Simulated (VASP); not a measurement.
All values below come from optB88-vdW, VASP's PBE PAW potentials (set 64) (plane waves; VASP).

Input for VASP

### KPOINTS
```
Automatic
0
Gamma
 7 7 7
```

INCAR:
```
! general
SYSTEM   = CdSe
PREC     = Accurate
ENCUT    = 520
LREAL    = .FALSE.
LASPH    = .TRUE.

! electronic loop
EDIFF    = 1E-6
NELM     = 100
ALGO     = Normal
LMAXMIX  = 4

! smearing
ISMEAR   = 0
SIGMA    = 0.05

! functional
GGA      = BO
LUSE_VDW = .TRUE.
AGGAC    = 0.0
PARAM1   = 0.1833333333
PARAM2   = 0.22

! ions
IBRION   = 2
NSW      = 60
ISIF     = 3
EDIFFG   = -0.01

! output
LWAVE    = .FALSE.
LCHARG   = .FALSE.
```

**POSCAR**
```
CdSe
1
    0.0000000000     3.0916964268     3.0916964268
    3.0916964268    -0.0000000000     3.0916964268
    3.0916964268     3.0916964268    -0.0000000000
Cd Se
1 1
Direct
  0.0000000000   0.0000000000   0.0000000000
  0.2500000000   0.2500000000   0.2500000000
```

POTCAR, in this order: Cd Se (PBE.64 set). Program: vasp_std.

The resulting files:

**OSZICAR**
```
       N       E                     dE             d eps       ncg     rms          rms(c)
DAV:   1     0.115040855695E+03    0.11504E+03   -0.88267E+03   520   0.123E+03
DAV:   2     0.395653253842E+01   -0.11108E+03   -0.10669E+03   590   0.292E+02
DAV:   3    -0.906928525556E+00   -0.48635E+01   -0.48504E+01   625   0.629E+01
DAV:   4    -0.934010412666E+00   -0.27082E-01   -0.27079E-01   550   0.452E+00
DAV:   5    -0.934190798346E+00   -0.18039E-03   -0.18038E-03   615   0.344E-01    0.567E+00
DAV:   6    -0.542649962218E+00    0.39154E+00   -0.74525E-01   656   0.105E+01    0.447E+00
DAV:   7    -0.523769399286E+00    0.18881E-01   -0.15828E-01   550   0.299E+00    0.200E+00
DAV:   8    -0.524136137205E+00   -0.36674E-03   -0.12299E-02   525   0.163E+00    0.236E-01
DAV:   9    -0.524152505116E+00   -0.16368E-04   -0.17005E-03   605   0.597E-01    0.441E-02
DAV:  10    -0.524187271541E+00   -0.34766E-04   -0.17918E-04   540   0.191E-01    0.414E-02
DAV:  11    -0.524206118660E+00   -0.18847E-04   -0.40002E-05   535   0.629E-02    0.126E-02
DAV:  12    -0.524204726977E+00    0.13917E-05   -0.68294E-06   545   0.351E-02    0.376E-03
DAV:  13    -0.524204631578E+00    0.95399E-07   -0.70169E-07   403   0.764E-03
   1 F= -.52420463E+00 E0= -.52420463E+00  d E =-.524205E+00
```

File OUTCAR:
```
------------------------ aborting loop because EDIFF is reached ----------------------------------------
  FORCE on cell =-STRESS in cart. coord.  units (eV):
  Direction    XX          YY          ZZ          XY          YZ          ZX
  --------------------------------------------------------------------------------------
  Total        0.0041241      0.0041241      0.0041241      0.0000000     -0.0000000      0.0000000
  in kB        0.1117947      0.1117947      0.1117947      0.0000000     -0.0000000      0.0000000
  external PRESSURE =       0.1117947 kB  Pullay stress =       0.0000000 kB
  volume of cell :       59.10
      direct lattice vectors                 reciprocal lattice vectors
     0.000000000  3.091696427  3.091696427    -0.161723511  0.161723511  0.161723511
     3.091696427  0.000000000  3.091696427     0.161723511 -0.161723511  0.161723511
     3.091696427  3.091696427  0.000000000     0.161723511  0.161723511 -0.161723511
  FREE ENERGIE OF THE ION-ELECTRON SYSTEM (eV)
  ---------------------------------------------------
  free  energy   TOTEN  =        -0.5242046316 eV

  energy  without entropy=       -0.5242046310  energy(sigma->0) =       -0.52420463

 reached required accuracy - stopping structural energy minimisation
```
(Selected blocks of OUTCAR.)

The compound is CdSe in the zinc blende structure, whereas wurtzite is the usual form. It was relaxed first, which changed the volume by +7 %. The start is the result of an earlier pass.
